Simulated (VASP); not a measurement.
Calculation: r2SCAN+rVV10, VASP's PBE PAW potentials (set 64) (plane waves; VASP).

Input for VASP

### POSCAR
```
Tm
1.0
  1.7891141602  -3.0988366976   0.0000000000
  1.7891141602   3.0988366976   0.0000000000
  0.0000000000   0.0000000000   5.5539935412
Tm
2
Cartesian
  1.7891141602   1.0329476318   1.3884983853
  1.7891141602  -1.0329476318   4.1654951559
```

File KPOINTS:
```
Automatic mesh
0
Gamma
12 12 7
0 0 0
```

### INCAR
```
! general
SYSTEM  =Tm
PREC    =Accurate
ENCUT   =520
LREAL   =.FALSE.   ! projection in real space or not
LASPH   =.TRUE.   ! aspherical one-centre terms

! electronic loop
EDIFF   =1E-7   ! SCF stop (eV)
NELM    =100
ALGO    =Normal   ! blocked Davidson
LMAXMIX =6
LMIXTAU =.TRUE.

! smearing
ISMEAR  =1   ! Methfessel-Paxton
SIGMA   =0.1   ! width (eV)

! functional
METAGGA =R2SCAN
LUSE_VDW=.TRUE.
BPARAM  =11.95
CPARAM  =0.0093

! ions
IBRION  =2
NSW     =30
ISIF    =4
EDIFFG  =-0.01   ! ionic stop

! output
LWAVE   =.FALSE.
LCHARG  =.FALSE.
```

POTCAR, in this order: Tm_3 (PBE.64 set). Program: vasp_std.

Question: What will the output report for the number of irreducible k-points (NKPTS), largest plane-wave count, number of space-group operations, FFT grid (NGX, NGY, NGZ)?

Answer: 
```yaml
number of irreducible k-points (NKPTS): 76
largest_plane_wave_count: 1701
number_of_space_group_operations: 24
FFT grid (NGX, NGY, NGZ): 28 × 28 × 42
```

The compound is Tm in the hcp structure. This cell is one point of a volume scan, at 1.03 of the reference volume. Symmetry was kept, so distortions that lower it aren't found. The 4f electrons are frozen in the core of the lanthanide potential, so 4f levels, which can set the real gap, and their magnetism are missing.
